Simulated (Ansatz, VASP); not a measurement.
# TaN: VASP beside Ansatz

One calculation is typed for both programs; each brings its own data sets. How far apart do they land? The cell is taken from a series of runs on this material, whose earlier steps may have relaxed, scaled, displaced or heated it; both programs get it as it stands.

Program: Ansatz 0.2.0. Level of theory: plane waves, with VASP 6.6.1 beside it; zone-centre phonons at PBEsol. Results are calculated unless marked as measured.

## 1. Set-up

Symmetry: Immm, No. 71, orthorhombic system. The conventional cell has a = 3.050 Å, b = 3.155 Å, c = 4.367 Å, α = 90.00°, β = 90.00°, γ = 90.00°. N has 6 Ta at 2.18 to 2.19 Å nearest. Nearest to Ta lie 6 N at 2.18 to 2.19 Å. Farther neighbours and most contacts between anions are not listed.

## 2. Ansatz: zone-centre phonons, PBEsol

Ansatz runs on its PAW soft_1 files.

Second derivatives magnify differences that forces hide, and they need a tight electronic threshold.

Contents of input.yaml:

```yaml
crystal:
  lattice:
    - [0.0373490566, 2.1937925424, 2.1836255682]
    - [2.1937925424, 0.0373490566, 2.1836255682]
    - [2.231141599, 2.231141599, -1.0e-10]
  atoms:
    - { symbol: "N", position: [0.0, 0.0, 0.0] }
    - { symbol: Ta, position: [0.5, 0.5, 0.5] }
kpoints:
  mp_grid: { grid: [16, 16, 16] }
hamiltonian:
  xc: pbesol
  pseudopotentials: { kind: paw, azcp: { folder: soft_1 }, xc_functional: pbe }
scf:
  occupations: { method: methfessel_paxton, width: 0.2 }
output:
  eigenvalues: true
phonons:
  method: dfpt
```

The run is started by

```bash
ansatz run input.yaml --threads 4 --pin off --max-ram 10240MiB --backend cpu --events-out ev --progress --plain --runs-dir out
```

Numbers of over 12 decimals in the logs are rounded to 6 here.

The program printed:

```text
zone centre: on kpoints.mp_grid the ground state, and the responses unless they are solved on pairs of k-points, stand on 1098 of the mesh's 4096 k-points, reduced under 4 symmetry operations, with k and −k counted as one. Each operation leaves every solved displacement unchanged or reverses it
Engine: ansatz 0.2.0, aarch64-unknown-linux-gnu
Pseudopotentials: kind: paw
Pseudopotential: N, paw, valence charge 5, recommended cutoff 420 eV (normal), soft_1/N.paw.azcp
Pseudopotential: Ta, paw, valence charge 13, recommended cutoff 420 eV (normal), soft_1/Ta.paw.azcp
Functional definition: PBEsol
  exchange = pbesol_x
  correlation = pbesol_c
Crystal: 2 atoms, lattice volume = 21.012 Å³
Basis set: ecut = 420 eV, 411 PW (Γ), exchange–correlation on 48×48×48 points (8 copies of the dense FFT grid, shifted against one another)
Bands: 13, of which v1, the nominal top of the filled ones, is band 9 counted from 1 (8 counted from 0)
Symmetry: 8 space group operations
k-points: 1098 of 4096 (irreducible under 4 space group operations)
Non-local potential: N, projectors of the file, l = 0: 2, l = 1: 2, l = 2: 1
Non-local potential: Ta, projectors of the file, l = 0: 3, l = 1: 2, l = 2: 2, l = 3: 1
PAW form: soft (Blöchl's): semilocal exchange-correlation on the pseudo side does not see the compensation charge
PAW frozen core: N, regenerated for the run's functional, and the local potential with it (the file was generated under x = pbe(κ = 0.804, μ = 0.219515), c = pbe(β = 0.066725))
PAW frozen core: Ta, regenerated for the run's functional, and the local potential with it (the file was generated under x = pbe(κ = 0.804, μ = 0.219515), c = pbe(β = 0.066725))
PAW one-centre angular grid: N, 110 points (default); XC on 64 Gauss nodes
PAW one-centre angular grid: Ta, 590 points (default); XC on 64 Gauss nodes
Initial density: superposition of atomic densities (chi_scale 0.1, normalization cell, long waves kept (reshape's long-wave potential 0.00 eV rms))
Initial wavefunctions: pseudopotential atomic-orbital guess
Functional: x = pbesol(κ = 0.804, μ = 0.123457), c = pbesol(β = 0.046)
SCF iter   1: F=—  HF=-10188.062877 eV  |F-HF|=—  |Δ(HF+E_count)|=         —  Δρ=4.79e-2  dr2=4.70e-1  ethr=3.10e-3  ⟨swp⟩=5.0  Hψ=152144  notcnv=0
automatic band count: the SCF goes on with 17 bands, as 13 were too few: the levels above may hold too much charge
preconditioner: auto → none  [metal: Δε(μ)=0.004 eV  Ē_g=15.941 eV  σ=0.200 eV  W_gap=0.02  n_scr=8 (ndim 8)  ℏωp=25.6 eV  f_vac=0.000  D(μ)=0.88/eV (n_scr^D=8)  sad-step TF]
SCF iter   2: F=—  HF=-10188.036782 eV  |F-HF|=—  |Δ(HF+E_count)|=   2.61e-2  S|Δr|=    0.00e0  Δρ=3.41e-2  dr2=2.75e-1  ethr=2.61e-3  ⟨swp⟩=1.0  Hψ=27450  notcnv=0
SCF iter   3: F=—  HF=-10187.975088 eV  |F-HF|=—  |Δ(HF+E_count)|=   6.17e-2  S|Δr|=    0.00e0  Δρ=3.03e-3  dr2=4.25e-4  ethr=1.53e-3  ⟨swp⟩=2.5  Hψ=24758  notcnv=0
SCF iter   4: F=—  HF=-10187.975396 eV  |F-HF|=—  |Δ(HF+E_count)|=   3.08e-4  S|Δr|=    0.00e0  Δρ=5.78e-4  dr2=8.19e-5  ethr=2.36e-6  ⟨swp⟩=2.6  Hψ=32967  notcnv=0  defer=1209
SCF iter   5: F=—  HF=-10187.975381 eV  |F-HF|=—  |Δ(HF+E_count)|=   1.44e-5  S|Δr|=    0.00e0  Δρ=5.16e-5  dr2=4.39e-7  ethr=4.55e-7  ⟨swp⟩=2.1  Hψ=19867  notcnv=0  defer=1209
SCF iter   6: F=—  HF=-10187.975381 eV  |F-HF|=—  |Δ(HF+E_count)|=   2.20e-7  S|Δr|=    0.00e0  Δρ=1.04e-5  dr2=7.23e-9  ethr=2.44e-9  ⟨swp⟩=2.5  Hψ=25301  notcnv=0  defer=1382
SCF iter   7: F=—  HF=-10187.975381 eV  |F-HF|=—  |Δ(HF+E_count)|=   1.36e-9  S|Δr|=    0.00e0  Δρ=1.12e-6  dr2=6.68e-11  ethr=4.01e-11  ⟨swp⟩=2.2  Hψ=26074  notcnv=0  defer=1382
SCF iter   8: F=-10187.975381 eV  HF=-10187.975381 eV  |F-HF|=1.82e-12  |Δ(HF+E_count)|=  4.00e-11  S|Δr|=    0.00e0  Δρ=5.97e-8  dr2=6.29e-13  ethr=1.00e-12  ⟨swp⟩=9.1  Hψ=81985  notcnv=0
SCF 1 converged in 8 iterations: F = -10187.975381 eV  dr2 = 6.29e-13
  greatest PAW one-centre occupation: 0.999 electrons in one spin orbital (limit 2), on the Ta atom at site 1 (counted from 0), in its partial waves of l = 0
DFPT response loops at Γ: preconditioner auto → Kerker (q_TF=auto, 2.659 Å⁻¹) (partly filled bands, converged f_vac=0.000); β = 1.00, the filter's whole step (`scf.mixing.beta` (0.50) is not read by the response loops under this deck's `scf.mixing.preconditioner`; to damp them name `kerker` or `kerker_dos`, under which they read `scf.mixing.beta`, and type it under 1.00, their step now; both keys bind the ground state too); Broyden in place of MSR1
SCF converged after 8 iterations
Stability not checked: this state was not tested for a lower state beside it, because cold or Methfessel-Paxton smearing, or corrected tetrahedra, fill the levels in a way that the test cannot read (fill_not_monotonic; see scf.lower_state_search)
Free energy (F): -10187.975381 eV
Harris-Foulkes:  -10187.975381 eV  (|F-HF|=1.82e-12)
Internal energy: -10187.973873 eV  (E = F + TS)
E sigma→0 (E₀):  -10187.975004 eV
Entropy (-TS):   -0.001508 eV (-0.754 meV/atom)
Fermi energy:    21.678734 eV
Step filling:    the computed levels leave a gap of 0.0000 eV = 0.0 smearing widths at the electron count; against every level under it full and every level over it empty, smearing changes F+E_penalty+E_count by -0.674 meV and its σ→0 estimate by -0.297 meV
--- Per-component energies (eV) ---
  E_band       = -44.089884
  E_kinetic    = 525.382726
  E_local      = -562.439545  (includes V_loc(G=0)·N_el)
  E_nonlocal   = 26.469757
  E_hartree    = 201.185927
  E_xc         = -379.285690
  E_vxc        = -310.593946  (∫ρ·V_xc dr)
  E_paw        = -8304.694193  (= ΣΔE_a)
  E_vpaw       = -125.281616  (= ΣTr[D̂ρ^β])
  E_aug_tail   = 0.000891  (compensation charges beyond the density's cutoff)
  E_ewald      = -1694.835557
  E_core_change = 0.241812  (= ΣΔE_core)
  E_smearing   = -0.001508  (= −TS)
  E_closure    = 0.000000  (closes the sum)
  Σ components = -10187.975381   (vs F -10187.975381, Δ=0.00e0)
--- Band table (eV; the first three rows and the last of 1098) ---
  k-point 0: bands = [... 5 lower, 17.7525, 17.8613, 17.9494, 19.2553, 19.5454, 19.8044, 21.7251, 21.7837, ... 4 higher]
  k-point 1: bands = [... 5 lower, 17.2368, 17.4762, 17.6164, 19.5055, 19.7611, 19.9591, 22.1133, 22.1694, ... 4 higher]
  k-point 2: bands = [... 5 lower, 16.1873, 16.7506, 16.9242, 19.9167, 20.1398, 20.3232, 23.0589, 23.1193, ... 4 higher]
  k-point 1097: bands = [... 5 lower, 15.0756, 16.1167, 16.8923, 17.1837, 23.8615, 25.3504, 25.3520, 26.4004, ... 4 higher]
--- Phonons (Γ-DFPT): 4 representative perturbations + reference, on 1098 of 4096 k-points (Σ response iterations 12) ---
  k mesh reduced under 4 symmetry operations, with k and −k counted as one. Each operation leaves every solved displacement unchanged or reverses it
  ASR residual: 4.056e-5 → 0.000e0 eV/Å²; symmetrization residual: 1.167e-6 eV/Å²
  ASR residual per site (eV/Å²): 4.06e-5 2.16e-5
  Γ frequencies (cm⁻¹): 0.00 0.00 0.00 393.21 411.15 412.36
  non-analytic LO–TO correction: not included (Born effective charges unavailable; polar crystals: no LO–TO splitting at Γ)
```

In the SCF lines HF is the Harris–Foulkes energy and dr2 the Hartree energy of the density residual, in eV; the loop may stop once dr2 is under the threshold and the program's other checks hold. Hψ counts applications of the Hamiltonian.

[end of part 1 of 2]

[Lines on the potential files, build, host, timing and source positions are cut from VASP's logs without a mark.]

[Logs are printed without paths, hosts, clocks, repeated set-up lines and the standing remarks that a program may print on its own settings, such as how far it seeks lower states.]

[Hosts, paths, dates, database ids (printed as entryN), source tags and the programs' standing remarks are cut or masked in the printed files.]
